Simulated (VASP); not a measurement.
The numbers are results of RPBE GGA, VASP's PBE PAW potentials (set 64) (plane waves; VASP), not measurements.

Input for VASP

**INCAR**
```
PREC = Accurate
SYSTEM = ZrC
SIGMA = 0.1
ISMEAR = 1
LASPH = .True.   ! aspherical one-centre terms
LWAVE = .False.
LREAL = .False.   ! projection in real space or not
IBRION = 2   ! conjugate gradients
NELM = 100
GGA = RP   ! RPBE
ISIF = 3   ! ions, shape and volume
EDIFF = 1E-6   ! SCF stop (eV)
ALGO = Normal
LMAXMIX = 4   ! l cut-off of mixed one-centre charges
EDIFFG = -0.01   ! ionic stop
LCHARG = .False.
ENCUT = 520
NSW = 60
```

**POSCAR**
```
ZrC
1
    0.0000000000     2.3673057733     2.3673057733
    2.3673057733     0.0000000000     2.3673057733
    2.3673057733     2.3673057733     0.0000000000
Zr C
1 1
Direct
  0.0000000000   0.0000000000   0.0000000000
  0.5000000000   0.5000000000   0.5000000000
```

### KPOINTS
```
Automatic mesh
0
Gamma
12 12 12
0 0 0
```

POTCAR, in this order: Zr_sv C (PBE.64 set). Program: vasp_std.

The run wrote:

### OSZICAR
```
       N       E                     dE             d eps       ncg     rms          rms(c)
DAV:   1     0.111343181760E+03    0.11134E+03   -0.90047E+03  1728   0.135E+03
DAV:   2    -0.158855985779E+02   -0.12723E+03   -0.12006E+03  1980   0.334E+02
DAV:   3    -0.216985133227E+02   -0.58129E+01   -0.56908E+01  2448   0.640E+01
DAV:   4    -0.219571616822E+02   -0.25865E+00   -0.25847E+00  2316   0.126E+01
DAV:   5    -0.219623715690E+02   -0.52099E-02   -0.52091E-02  2440   0.172E+00    0.201E+01
DAV:   6    -0.186796331520E+02    0.32827E+01   -0.16272E+01  1940   0.280E+01    0.746E+00
DAV:   7    -0.185623144975E+02    0.11732E+00   -0.76145E-01  2060   0.698E+00    0.539E+00
DAV:   8    -0.185587807259E+02    0.35338E-02   -0.13233E-01  1864   0.361E+00    0.122E+00
DAV:   9    -0.185556269753E+02    0.31538E-02   -0.26553E-02  2296   0.112E+00    0.424E-01
DAV:  10    -0.185561774917E+02   -0.55052E-03   -0.19604E-03  1952   0.580E-01    0.323E-01
DAV:  11    -0.185560173598E+02    0.16013E-03   -0.61897E-04  1976   0.208E-01    0.170E-02
DAV:  12    -0.185560164072E+02    0.95258E-06   -0.12923E-05  2572   0.403E-02    0.122E-02
DAV:  13    -0.185560161224E+02    0.28478E-06   -0.36587E-07  1124   0.667E-03
   1 F= -.18556016E+02 E0= -.18555947E+02  d E =-.185560E+02
```

OUTCAR:
```
------------------------ aborting loop because EDIFF is reached ----------------------------------------
  FORCE on cell =-STRESS in cart. coord.  units (eV):
  Direction    XX          YY          ZZ          XY          YZ          ZX
  --------------------------------------------------------------------------------------
  Total       -0.0063491     -0.0063491     -0.0063491      0.0000000      0.0000000     -0.0000000
  in kB       -0.3833823     -0.3833823     -0.3833823      0.0000000      0.0000000     -0.0000000
  external PRESSURE =      -0.3833823 kB  Pullay stress =       0.0000000 kB
  volume of cell :       26.53
      direct lattice vectors                 reciprocal lattice vectors
     0.000000000  2.367305773  2.367305773    -0.211210569  0.211210569  0.211210569
     2.367305773  0.000000000  2.367305773     0.211210569 -0.211210569  0.211210569
     2.367305773  2.367305773  0.000000000     0.211210569  0.211210569 -0.211210569
 POSITION                                       TOTAL-FORCE (eV/Angst)
 -----------------------------------------------------------------------------------
      0.00000      0.00000      0.00000        -0.000000      0.000000     -0.000000
      2.36731      2.36731      2.36731         0.000000     -0.000000      0.000000
 -----------------------------------------------------------------------------------
    total drift:                                0.000000      0.000000      0.000000
  FREE ENERGIE OF THE ION-ELECTRON SYSTEM (eV)
  ---------------------------------------------------
  free  energy   TOTEN  =       -18.5560161224 eV

  energy  without entropy=      -18.5558072808  energy(sigma->0) =      -18.55594651

 reached required accuracy - stopping structural energy minimisation
```
(Selected blocks of OUTCAR.)

The compound is ZrC in the rock salt structure. It was relaxed first. The start is the result of an earlier pass.
